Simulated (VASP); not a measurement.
Here is the system:

```
CELL_PARAMETERS angstrom
      0.00000     2.05999     2.05999
      2.05999     0.00000     2.05999
      2.05999     2.05999     0.00000
ATOMIC_POSITIONS crystal
  V  0.00000 0.00000 0.00000
  N  0.50000 0.50000 0.50000
```

Calculation: PBE GGA, VASP's PBE PAW potentials (set 64) (plane waves; VASP). Settings: 520 eV cut-off, 17×17×17 Γ-centred mesh, tetrahedra with Blöchl corrections, potentials V_sv N.

Q: The job: VN (relaxed from the rock salt structure, space group Fm-3m), 2 atoms, PBE, static run, 520 eV, 17×17×17 Γ-centred mesh. Roughly how much core time does it take on a busy server core?

A: About 60 core-seconds (one run on a shared machine, a rough figure). It had 165 irreducible k-points, 13 bands, up to 495 plane waves and 16 electronic steps.

The structure was generated: VN was put into the rock salt type (Fm-3m), which need not be its known phase. It was relaxed first, which changed the volume by -38 %.
